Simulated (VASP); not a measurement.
VASP ran on this input.

POSCAR:
```
Li2O
1.0
  1.7757600000   1.0252360000   2.6035340000
 -1.7757600000   1.0252360000   2.6035340000
  0.0000000000  -2.0504710000   2.6035340000
O Li
1 2
direct
  0.0000000000   0.0000000000   0.0000000000
  0.2500000000   0.2500000000   0.2500000000
  0.7500000000   0.7500000000   0.7500000000
```

KPOINTS:
```
Automatic mesh
0
Gamma
 11 11 11
0 0 0
```

### INCAR
```
SIGMA  =  0.05
LREAL  =  .FALSE.
ALGO  =  Normal
LASPH  =  .TRUE.
LCHARG  =  .FALSE.
PREC  =  Accurate
ISMEAR  =  0   ! Gaussian
EDIFF  =  1E-6   ! SCF stop (eV)
SYSTEM  =  Li2O
NELM  =  100   ! most electronic steps
ENCUT  =  400
ISIF  =  2   ! forces and stress, cell fixed
LWAVE  =  .FALSE.
```

POTCAR, in this order: O Li_sv (LDA.64 set). Program: vasp_std.

Question: Translate this LDA calculation to Ansatz.

Answer: One equivalent input (not run):
Ansatz 0.2 input:
```yaml
crystal:
  lattice:
    - [1.7757600, 1.0252360, 2.6035340]
    - [-1.7757600, 1.0252360, 2.6035340]
    - [0.0000000, -2.0504710, 2.6035340]
  atoms:
    - { symbol: O, position: [0.0000000, 0.0000000, 0.0000000] }
    - { symbol: Li, position: [0.2500000, 0.2500000, 0.2500000] }
    - { symbol: Li, position: [0.7500000, 0.7500000, 0.7500000] }
kpoints:
  mp_grid: { grid: [11, 11, 11] }
hamiltonian:
  xc: lda
  pseudopotentials: { kind: paw }
scf:
  occupations: { method: gaussian, width: 0.05 }
  max_iter: 100
output: { forces: true, stress: true, eigenvalues: true }
```
What does not carry over: each code has its own PAW files, so the cut-off isn't converted (ENCUT is set for VASP's; basis.ecutwfc is left out, and Ansatz then takes the one that its files recommend); Ansatz stops its SCF on the density residual and VASP on the energy change (EDIFF); Ansatz's lda is the Perdew-Wang form, while the LDA potentials of VASP carry Perdew-Zunger's.

The structure comes from a measured Li2O entry of the Crystallography Open Database, whose conditions weren't checked. The cell was not relaxed at this level, and its volume differs by -5.9 % from the start's.
